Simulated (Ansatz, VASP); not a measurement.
## GeBMo3 (Mo3GeB antiperovskite) in two plane-wave programs

Wanted: the spread between two codes on one cell, functional and k mesh. The cell is generated by rule, not measured, and may not be a known phase. The cell is taken from a series of runs on this material, whose earlier steps may have relaxed, scaled, displaced or heated it; both programs get it as it stands.

Method: plane waves, with VASP 6.6.1 beside it; relaxation of cell and atoms at PBE, in Ansatz 0.2.0.

The structure was built from a prototype and need not be the compound's stable phase.

### 1. The starting structure

Symmetry: Pm-3m, No. 221, cubic system. The conventional cell has a = 4.189 Å, b = 4.189 Å, c = 4.189 Å, α = 90.00°, β = 90.00°, γ = 90.00°. Nearest to Ge lie 12 Mo at 2.96 Å. Nearest to Mo lie 2 B at 2.09 Å and 8 Mo at 2.96 Å and 4 Ge at 2.96 Å. Nearest to B lie 6 Mo at 2.09 Å. Farther neighbours are not listed.

Structure file:

```cif
data_structure
_symmetry_space_group_name_H-M 'P 1'
_symmetry_Int_Tables_number 1
_cell_length_a 4.1886
_cell_length_b 4.1886
_cell_length_c 4.1886
_cell_angle_alpha 90.000
_cell_angle_beta 90.000
_cell_angle_gamma 90.000
_cell_volume 73.48
loop_
_atom_site_label
_atom_site_type_symbol
_atom_site_fract_x
_atom_site_fract_y
_atom_site_fract_z
_atom_site_occupancy
Ge1 Ge 0.00000 0.00000 0.00000 1
Mo2 Mo 0.50000 0.50000 0.00000 1
Mo3 Mo 0.50000 0.00000 0.50000 1
Mo4 Mo 0.00000 0.50000 0.50000 1
B5 B 0.50000 0.50000 0.50000 1
```

### 2. VASP: relaxation of cell and atoms, PBE

The relaxed volume is the usual yardstick between codes: in a stiff, nearly cubic crystal its relative difference is about their pressure difference at one cell divided by the bulk modulus.

Lines of VASP's logs that name or quote its potential files are left out, and so is its time.

Contents of INCAR:

```
SYSTEM = GeBMo3
PREC = Accurate
ENCUT = 500
EDIFF = 1E-07
NELM = 120
ISMEAR = 0
SIGMA = 0.1
LREAL = .FALSE.
ALGO = Normal
GGA = PE
NBANDS = 36
LASPH = .TRUE.
LORBIT = 11
LWAVE = .FALSE.
LCHARG = .FALSE.
ISIF = 3
IBRION = 2
NSW = 80
EDIFFG = -0.005
GGA_COMPAT = .FALSE.
NELMIN = 4
KPAR = 2
```

Contents of POSCAR:

```
GeBMo3
1.0
    4.1885500000      0.0000000000      0.0000000000
    0.0000000000      4.1885500000      0.0000000000
    0.0000000000      0.0000000000      4.1885500000
Ge Mo B
1 3 1
Direct
    0.0000000000      0.0000000000      0.0000000000
    0.5000000000      0.5000000000      0.0000000000
    0.5000000000      0.0000000000      0.5000000000
    0.0000000000      0.5000000000      0.5000000000
    0.5000000000      0.5000000000      0.5000000000
```

Contents of KPOINTS:

```
Automatic mesh
0
Gamma
6 6 6
0 0 0
```

Potentials, in the order of the species: Ge_d, Mo_sv and B (PBE family, release 64).

The run is started by

```
> mpirun -np 2 vasp_std
```

Numbers of over 12 decimals in the logs are rounded to 6 here.

Output:

```text
[banner, memory and clock lines left out]
running    2 mpi-ranks, on    1 nodes
 distrk:  each k-point on    1 cores,    2 groups
 distr:  one band on    1 cores,    1 groups

 POSCAR found type information on POSCAR GeMoB
 POSCAR found :  3 types and       5 ions
 LDA part: xc-table for (Slater+PW92), standard interpolation
 POSCAR, INCAR and KPOINTS ok, starting setup
 FFT: planning ... GRIDC
 FFT: planning ... GRID_SOFT
 FFT: planning ... GRID
 WAVECAR not read
 entering main loop
       N       E                     dE             d eps       ncg     rms          rms(c)
DAV:   1     0.692018202228E+03    0.69202E+03   -0.33040E+04  1932   0.299E+03
DAV:   2     0.122141390875E+02   -0.67980E+03   -0.66593E+03  1592   0.790E+02
DAV:   3    -0.464458780558E+02   -0.58660E+02   -0.56493E+02  1660   0.157E+02
DAV:   4    -0.494958824699E+02   -0.30500E+01   -0.29738E+01  1816   0.345E+01
DAV:   5    -0.495700570742E+02   -0.74175E-01   -0.73969E-01  1764   0.540E+00    0.351E+01
DAV:   6    -0.427118383327E+02    0.68582E+01   -0.36800E+01  1576   0.261E+01    0.521E+00
DAV:   7    -0.427788259665E+02   -0.66988E-01   -0.16577E+00  1832   0.583E+00    0.269E+00
DAV:   8    -0.427478314813E+02    0.30994E-01   -0.22401E-01  1664   0.207E+00    0.745E-01
DAV:   9    -0.427396793031E+02    0.81522E-02   -0.33857E-02  1656   0.834E-01    0.187E-01
DAV:  10    -0.427397318861E+02   -0.52583E-04   -0.43447E-03  1852   0.343E-01    0.121E-01
DAV:  11    -0.427397421462E+02   -0.10260E-04   -0.40750E-04  1652   0.108E-01    0.219E-02
DAV:  12    -0.427397437430E+02   -0.15969E-05   -0.71467E-05  1684   0.469E-02    0.187E-02
DAV:  13    -0.427397395371E+02    0.42059E-05   -0.14789E-05  1700   0.185E-02    0.240E-03
DAV:  14    -0.427397394713E+02    0.65866E-07   -0.77505E-07  1396   0.473E-03
   1 F= -.42739739E+02 E0= -.42730306E+02  d E =-.427397E+02
 curvature:   0.00 expect dE= 0.000E+00 dE for cont linesearch  0.000E+00
 trial: gam= 0.00000 g(F)=  0.000E+00 g(S)=  0.587E-03 ort = 0.000E+00 (trialstep = 0.100E+01)
 search vector abs. value=  0.587E-03
 bond charge predicted
       N       E                     dE             d eps       ncg     rms          rms(c)
DAV:   1    -0.427525826604E+02   -0.12843E-01   -0.30790E-01  1720   0.510E+00    0.112E+00
DAV:   2    -0.427404683100E+02    0.12114E-01   -0.44312E-02  1536   0.147E+00    0.208E-01
DAV:   3    -0.427397180109E+02    0.75030E-03   -0.24289E-03  1840   0.419E-01    0.136E-01
DAV:   4    -0.427395510918E+02    0.16692E-03   -0.66012E-04  1820   0.183E-01    0.408E-02
DAV:   5    -0.427395400510E+02    0.11041E-04   -0.67673E-05  1780   0.554E-02    0.305E-02
DAV:   6    -0.427395443769E+02   -0.43259E-05   -0.74791E-06  1760   0.230E-02    0.533E-03
DAV:   7    -0.427395448269E+02   -0.45000E-06   -0.12763E-06  1600   0.940E-03    0.296E-03
DAV:   8    -0.427395445778E+02    0.24912E-06   -0.41498E-07  1300   0.304E-03    0.624E-04
DAV:   9    -0.427395444723E+02    0.10548E-06   -0.15947E-08   888   0.882E-04    0.102E-04
DAV:  10    -0.427395444566E+02    0.15736E-07   -0.24874E-09   880   0.481E-04
   2 F= -.42739544E+02 E0= -.42730128E+02  d E =0.195015E-03
 trial-energy change:    0.000195  1 .order    0.000209   -0.000587    0.001005
 step:   0.3811(harm=  0.3689)  dis= 0.00000  next Energy=   -42.739852 (dE=-0.113E-03)
 bond charge predicted
       N       E                     dE             d eps       ncg     rms          rms(c)
DAV:   1    -0.427448664373E+02   -0.53220E-02   -0.11812E-01  1708   0.317E+00    0.681E-01
DAV:   2    -0.427402519259E+02    0.46145E-02   -0.17146E-02  1508   0.907E-01    0.128E-01
DAV:   3    -0.427399532216E+02    0.29870E-03   -0.91993E-04  1808   0.259E-01    0.810E-02
DAV:   4    -0.427398677303E+02    0.85491E-04   -0.25052E-04  1824   0.113E-01    0.251E-02
DAV:   5    -0.427398591208E+02    0.86095E-05   -0.26381E-05  1804   0.347E-02    0.187E-02
DAV:   6    -0.427398544121E+02    0.47087E-05   -0.25977E-06  1584   0.135E-02    0.299E-03
DAV:   7    -0.427398541353E+02    0.27682E-06   -0.36334E-07  1284   0.545E-03    0.172E-03
DAV:   8    -0.427398542288E+02   -0.93547E-07   -0.76944E-08   864   0.179E-03
   3 F= -.42739854E+02 E0= -.42730428E+02  d E =-.114758E-03
 curvature:  -0.18 expect dE=-0.202E-07 dE for cont linesearch -0.202E-07
 trial: gam= 0.00000 g(F)=  0.185E-64 g(S)=  0.109E-06 ort =-0.801E-05 (trialstep = 0.876E+00)
 search vector abs. value=  0.109E-06
 reached required accuracy - stopping structural energy minimisation
```

OUTCAR, selected parts (step 2):

```text
ion  position               nearest neighbor table
   1  0.000  0.000  0.000-   2 2.96   3 2.96   4 2.96   3 2.96   4 2.96   2 2.96   4 2.96   4 2.96
                             2 2.96   3 2.96   3 2.96   2 2.96
   2  0.500  0.500  0.000-   5 2.09   5 2.09   4 2.96   1 2.96   3 2.96   4 2.96   3 2.96   1 2.96
                             3 2.96   3 2.96   1 2.96   4 2.96   4 2.96   1 2.96
   3  0.500  0.000  0.500-   5 2.09   5 2.09   4 2.96   1 2.96   1 2.96   2 2.96   2 2.96   4 2.96
                             2 2.96   2 2.96   1 2.96   4 2.96   1 2.96   4 2.96
   4  0.000  0.500  0.500-   5 2.09   5 2.09   3 2.96   1 2.96   1 2.96   2 2.96   1 2.96   3 2.96
                             1 2.96   2 2.96   3 2.96   2 2.96   2 2.96   3 2.96
   5  0.500  0.500  0.500-   2 2.09   3 2.09   4 2.09   2 2.09   3 2.09   4 2.09

  LATTYP: Found a simple cubic cell.
 ALAT       =     4.1885500000

 Subroutine GETGRP returns: Found 48 space group operations
 (whereof 48 operations were pure point group operations)

The static configuration has the point symmetry O_h .

 Found     20 irreducible k-points:

   k-points           NKPTS =     20   k-points in BZ     NKDIM =     20   number of bands    NBANDS=     36

   dimension x,y,z NGX =    32 NGY =   32 NGZ =   32
   dimension x,y,z NGXF=    64 NGYF=   64 NGZF=   64

   ENCUT  =  500.0 eV  36.75 Ry    6.06 a.u.   7.64  7.64  7.64*2*pi/ulx,y,z

   NELECT =      59.0000    total number of electrons

 k-points in reciprocal lattice and weights: Automatic mesh
   0.00000000  0.00000000  0.00000000       0.005
   0.16666667  0.00000000  0.00000000       0.028
   0.33333333  0.00000000  0.00000000       0.028
   0.50000000  0.00000000  0.00000000       0.014
   0.16666667  0.16666667  0.00000000       0.056
   0.33333333  0.16666667  0.00000000       0.111
   0.50000000  0.16666667  0.00000000       0.056
   0.33333333  0.33333333  0.00000000       0.056
   0.50000000  0.33333333  0.00000000       0.056
[...]
0.50000000  0.50000000  0.33333333       0.028
   0.50000000  0.50000000  0.50000000       0.005

 average (electrostatic) potential at core
       1 -69.1093       2 -71.3756       3 -71.3756       4 -71.3756       5 -21.4202

 E-fermi :  10.3802

 k-point     1 :       0.0000    0.0000    0.0000
  band No.  band energies     occupation
    ...
     23       6.9876      2.00000
     24       6.9876      2.00000
     25       8.8837      2.00000
     26       8.8837      2.00000
     27       8.8837      2.00000
     28      10.5417      0.02234
     29      10.5417      0.02234
     30      10.5417      0.02234
     31      11.4951      0.00000
     32      11.4951      0.00000
    ...

 k-point     2 :       0.1667    0.0000    0.0000
  band No.  band energies     occupation
    ...
     25       8.4359      2.00000
     26       8.4359      2.00000
     27       8.4551      2.00000
     28       9.7060      2.00000
     29      10.3421      1.40998
     30      10.7758      0.00000
     31      10.7758      0.00000
     32      11.5059      0.00000
     33      12.3944      0.00000
     34      12.3944      0.00000
    ...

 k-point     3 :       0.3333    0.0000    0.0000
  band No.  band energies     occupation
    ...
     25       7.8810      2.00000
     26       7.8810      2.00000
     27       7.9890      2.00000
     28       9.2892      2.00000
     29       9.9244      2.00000
     30      10.6025      0.00166
     31      10.6025      0.00166
     32      11.4371      0.00000
     33      11.9458      0.00000
     34      12.3982      0.00000
    ...

  Total        0.0019432      0.0019432      0.0019432      0.0000000      0.0000000     -0.0000000
  in kB        0.0424352      0.0424352      0.0424352      0.0000000      0.0000000     -0.0000000
  external PRESSURE =       0.0424352 kB  Pullay stress =       0.0000000 kB

  energy-cutoff  :      500.00
  volume of cell :       73.37
      direct lattice vectors                 reciprocal lattice vectors
     4.186356076  0.000000000 -0.000000000     0.238871224 -0.000000000 -0.000000000
     0.000000000  4.186356076  0.000000000    -0.000000000  0.238871224 -0.000000000
     0.000000000  0.000000000  4.186356076     0.000000000 -0.000000000  0.238871224

 POSITION                                       TOTAL-FORCE (eV/Angst)
 -----------------------------------------------------------------------------------
      0.00000      0.00000      0.00000         0.000000     -0.000000      0.000000
      2.09318      2.09318      0.00000         0.000000     -0.000000      0.000000
      2.09318      0.00000      2.09318         0.000000      0.000000      0.000000
      0.00000      2.09318      2.09318        -0.000000      0.000000      0.000000
      2.09318      2.09318      2.09318        -0.000000     -0.000000      0.000000
 -----------------------------------------------------------------------------------
    total drift:                                0.000000     -0.000000     -0.000000

  FREE ENERGIE OF THE ION-ELECTRON SYSTEM (eV)
  ---------------------------------------------------
  free  energy   TOTEN  =       -42.7398542288 eV

  energy  without entropy=      -42.7210009613  energy(sigma->0) =      -42.73042760

 reached required accuracy - stopping structural energy minimisation

 total charge
# of ion       s       p       d       tot
------------------------------------------
    1        1.067   1.124  10.048  12.240
    2        2.296   6.191   3.990  12.477
    3        2.296   6.191   3.990  12.477
    4        2.296   6.191   3.990  12.477
    5        0.819   1.354   0.000   2.172
--------------------------------------------------
tot          8.772  21.052  22.019  51.844

[... 3 further parts left out ...]
```

CONTCAR:

```
GeBMo3
   1.00000000000000
     4.1863560755725979    0.0000000000000000   -0.0000000000000000
     0.0000000000000000    4.1863560755725979    0.0000000000000000
     0.0000000000000000    0.0000000000000000    4.1863560755725979
  Ge              Mo              B
     1     3     1
Direct
     0.0000000000000000    0.0000000000000000    0.0000000000000000
     0.5000000000000000    0.5000000000000000    0.0000000000000000
     0.5000000000000000    0.0000000000000000    0.5000000000000000
     0.0000000000000000    0.5000000000000000    0.5000000000000000
     0.5000000000000000    0.5000000000000000    0.5000000000000000
```

[end of part 1 of 2]

[Lines on the potential files, build, host, timing and source positions are cut from VASP's logs without a mark.]

[Logs are printed without paths, hosts, clocks, repeated set-up lines and the standing remarks that a program may print on its own settings, such as how far it seeks lower states.]

[Hosts, paths, dates, database ids (printed as entryN), source tags and the programs' standing remarks are cut or masked in the printed files.]
